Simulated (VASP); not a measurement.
# SrB3Pt (Pm-3m) in VASP: settings compared, part 2 of 2

VASP 6.6.1.

### 3 Relaxation of cell and atoms, optB88-vdW, target pressure 2 GPa, at which the enthalpy is minimised (volume scaled by 0.8)

Contents of INCAR:

```
SYSTEM = SrB3Pt
PREC = Accurate
ENCUT = 580
EDIFF = 1E-7
ISMEAR = 0
SIGMA = 0.05
LREAL = .FALSE.
LASPH = .TRUE.
NELM = 100
ALGO = Fast
ISIF = 3
LWAVE = .FALSE.
LCHARG = .FALSE.
GGA = BO
LUSE_VDW = .TRUE.
AGGAC = 0.0
PARAM1 = 0.1833333333
PARAM2 = 0.22
IBRION = 2
NSW = 40
EDIFFG = -0.01
NELMIN = 4
PSTRESS = 20
MAXMIX = 10
```

Contents of KPOINTS:

```
regular mesh
0
G
  6 6 6
  0 0 0
```

Contents of POSCAR:

```
SrB3Pt
1.0
    4.2150825189      0.0000000000      0.0000000000
    0.0000000000      4.2150825189      0.0000000000
    0.0000000000      0.0000000000      4.2150825189
Sr B Pt
1 3 1
Direct
    0.0000000000      0.0000000000      0.0000000000
    0.5000000000      0.0000000000      0.0000000000
    0.0000000000      0.5000000000      0.0000000000
    0.0000000000      0.0000000000      0.5000000000
    0.5000000000      0.5000000000      0.5000000000
```

Potentials or basis: VASP PAW PBE potentials, release 54 (Sr_sv, B, Pt).

Run with:

```sh
cat potpaw_PBE.54/Sr_sv/POTCAR potpaw_PBE.54/B/POTCAR potpaw_PBE.54/Pt/POTCAR > POTCAR
mpirun -np 1 vasp_std > vasp.out
```

OUTCAR:

```text
SYSTEM = SrB3Pt
   PREC = Accurate
   ENCUT = 580
   EDIFF = 1E-7
   ISMEAR = 0
   LREAL = .FALSE.
   LASPH = .TRUE.
   NELM = 100
   ISIF = 3
   GGA = BO
   IBRION = 2
   NSW = 40
   EDIFFG = -0.01
   NELMIN = 4
   PSTRESS = 20

 ion  position               nearest neighbor table
   1  0.000  0.000  0.000-   2 2.11   3 2.11   4 2.11   4 2.11   3 2.11   2 2.11   5 3.65   5 3.65
                             5 3.65   5 3.65   5 3.65   5 3.65   5 3.65   5 3.65
   2  0.500  0.000  0.000-   1 2.11   1 2.11
   3  0.000  0.500  0.000-   1 2.11   1 2.11
   4  0.000  0.000  0.500-   1 2.11   1 2.11
   5  0.500  0.500  0.500-   1 3.65   1 3.65   1 3.65   1 3.65   1 3.65   1 3.65   1 3.65   1 3.65

  LATTYP: Found a simple cubic cell.
 ALAT       =     4.2150825189

  Lattice vectors:

 A1 = (   4.2150825189,   0.0000000000,   0.0000000000)
 A2 = (   0.0000000000,   4.2150825189,   0.0000000000)
 A3 = (   0.0000000000,   0.0000000000,   4.2150825189)

Analysis of symmetry for initial positions (statically):
=====================================================================
 Subroutine PRICEL returns:
 Original cell was already a primitive cell.

 Routine SETGRP: Setting up the symmetry group for a
 simple cubic supercell.

 Subroutine GETGRP returns: Found 48 space group operations
 (whereof 48 operations were pure point group operations)
[... 174 lines left out ...]

  FORCE on cell =-STRESS in cart. coord.  units (eV):
  Direction    XX          YY          ZZ          XY          YZ          ZX
  --------------------------------------------------------------------------------------
  -------------------------------------------------------------------------------------
  Total        5.1016929      5.1016929      5.1016929      0.0000000      0.0000000     -0.0000000
  in kB      109.1457057    109.1457057    109.1457057      0.0000000      0.0000000     -0.0000000
  external PRESSURE =      89.1457057 kB  Pullay stress =      20.0000000 kB
[... 30 lines left out ...]
--------------------------------------- Ionic step        2  -------------------------------------------

 number of electron      28.9999999 magnetization

 E-fermi :   3.0779     XC(G=0): -10.2088

 val. band max:        3.0728148684   @ k =   0.3333   0.1667   0.0000
 cond. band min:       3.1506026094   @ k =   0.5000   0.5000   0.1667
 fundamental gap:      0.0777877411
 Fermi energy:         3.0779149166

 k-point     1 :       0.0000    0.0000    0.0000
  band No.  band energies     occupation
      1     -30.6109      2.00000
      2     -13.3424      2.00000
      3     -13.3424      2.00000
      4     -13.3424      2.00000
      5      -4.6464      2.00000
      6      -2.2180      2.00000
[... 494 lines left out ...]
--------------------------------------- Ionic step        4  -------------------------------------------

 number of electron      29.0000002 magnetization

 Free energy of the ion-electron system (eV)
  ---------------------------------------------------
  ext. energy  EPLUGINS =         0.00000000
  ---------------------------------------------------
  free energy    TOTEN  =        -5.77324888 eV

  energy without entropy =       -5.76798469  energy(sigma->0) =       -5.77061678

 E-fermi :   2.4332     XC(G=0):  -9.8270

 val. band max:        2.3778199905   @ k =   0.3333   0.3333   0.1667
 cond. band min:       2.4468870685   @ k =   0.3333   0.1667   0.0000
 fundamental gap:      0.0690670780
 Fermi energy:         2.4332317169

 k-point     1 :       0.0000    0.0000    0.0000
  band No.  band energies     occupation
      1     -31.2624      2.00000
      2     -13.8761      2.00000
      3     -13.8761      2.00000
      4     -13.8761      2.00000
      5      -5.0136      2.00000
      6      -2.7400      2.00000
[... 447 lines left out ...]
  enthalpy is  TOTEN    =        -4.6239341952 eV   P V=        1.1493146849

Total vdW correction in eV:      3.9926724

 reached required accuracy - stopping structural energy minimisation
```

It took 25 min on 1 thread of AMD EPYC 7R13 (Zen 3), shared host; peak memory 0.47 GiB.

Results:

```
Free energy                                            : -5.7732 eV
Relaxed volume                                         : 18.41 Å³/atom
Relaxed cell                                           : a = 4.516 Å, b = 4.516 Å, c = 4.516 Å, α = 90.00°, β = 90.00°, γ = 90.00°
Space group after relaxing (to 0.05 Å)                 : Pm-3m (No. 221)
Energy change on relaxing (the enthalpy is what falls) : -136.3 meV/atom
Ionic steps                                            : 4
Pressure after relaxing                                : 2.0 GPa
```

The path:
```csv
step,energy change (eV),largest force (eV/Å),pressure (GPa),volume (Å³)
1,0.0000,0.0000,10.91,74.89
2,-0.4636,0.0000,5.36,84.29
3,-0.6769,0.0000,2.10,91.71
4,-0.6815,0.0000,1.97,92.07
```

Final structure:
```yaml
crystal:
  lattice:
    - [4.51551, 0.00000, 0.00000]
    - [0.00000, 4.51551, 0.00000]
    - [0.00000, 0.00000, 4.51551]
  atoms:
    - { symbol: Sr, position: [0.00000, 0.00000, 0.00000] }
    - { symbol: B, position: [0.50000, 0.00000, 0.00000] }
    - { symbol: B, position: [0.00000, 0.50000, 0.00000] }
    - { symbol: B, position: [0.00000, 0.00000, 0.50000] }
    - { symbol: Pt, position: [0.50000, 0.50000, 0.50000] }
```

Caveat: the cell is relaxed towards a set pressure, so the enthalpy falls and the energy may rise; the bands computed are all filled at some k points, so no gap is given; the PAW data sets were made with another functional, which shifts forces and pressure a little. The run has no spin-orbit coupling, so splittings on Pt are missing.
